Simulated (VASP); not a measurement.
An input for Ansatz (written as the equivalent of a VASP run, and not itself run):

Ansatz 0.2 input:
```yaml
crystal:
  lattice:
    - [3.8277604, 0.0000000, 0.0000000]
    - [-1.9138802, 3.3149380, 0.0000000]
    - [0.0000000, 0.0000000, 6.7429061]
  atoms:
    - { symbol: Pt, position: [0.3333330, 0.6666670, 0.0072543] }
    - { symbol: Pt, position: [0.6666670, 0.3333330, 0.5072543] }
    - { symbol: As, position: [0.3333330, 0.6666670, 0.3677457] }
    - { symbol: As, position: [0.6666670, 0.3333330, 0.8677457] }
kpoints:
  mp_grid: { grid: [8, 8, 4] }
hamiltonian:
  xc: r2scan
  pseudopotentials: { kind: paw }
scf:
  occupations: { method: methfessel_paxton, width: 0.1 }
  max_iter: 100
relax:
  max_steps: 60
  f_tol: 0.02
  cell: {}
output: { forces: true, stress: true, eigenvalues: true }
```

### Question
Write the VASP files for the same calculation (r2SCAN).

### Answer
One answer among several that fit: 
File KPOINTS:
```
Automatic mesh
0
Gamma
8 8 4
0 0 0
```

**INCAR**
```
# general
SYSTEM  = PtAs
PREC    = Accurate
ENCUT   = 400
LREAL   = .FALSE.
LASPH   = .TRUE.

# electronic loop
EDIFF   = 1E-6
NELM    = 100
ALGO    = Normal
LMAXMIX = 6
LMIXTAU = .TRUE.

# smearing
ISMEAR  = 1
SIGMA   = 0.1

# functional
METAGGA = R2SCAN

# ions
IBRION  = 2
NSW     = 60
ISIF    = 3
EDIFFG  = -0.02

# output
LWAVE   = .FALSE.
LCHARG  = .FALSE.
```

POSCAR:
```
PtAs
1
    3.8277603717    -0.0000000000    -0.0000000000
   -1.9138801858     3.3149379618    -0.0000000000
    0.0000000000     0.0000000000     6.7429060906
Pt As
2 2
Direct
  0.3333330000   0.6666670000   0.0072543089
  0.6666670000   0.3333330000   0.5072543089
  0.3333330000   0.6666670000   0.3677456911
  0.6666670000   0.3333330000   0.8677456911
```

POTCAR, in this order: Pt As (PBE.64 set). Program: vasp_std.

What does not carry over: each code has its own PAW files, so the cut-off isn't converted (ENCUT is set for VASP's; basis.ecutwfc is left out, and Ansatz then takes the one that its files recommend); Ansatz stops its SCF on the density residual and VASP on the energy change (EDIFF).

The structure was generated: PtAs was put into the wurtzite type (P6_3mc), which need not be its known phase. This run relaxes it. Symmetry was kept, so distortions that lower it aren't found. The start is the result of an earlier pass.
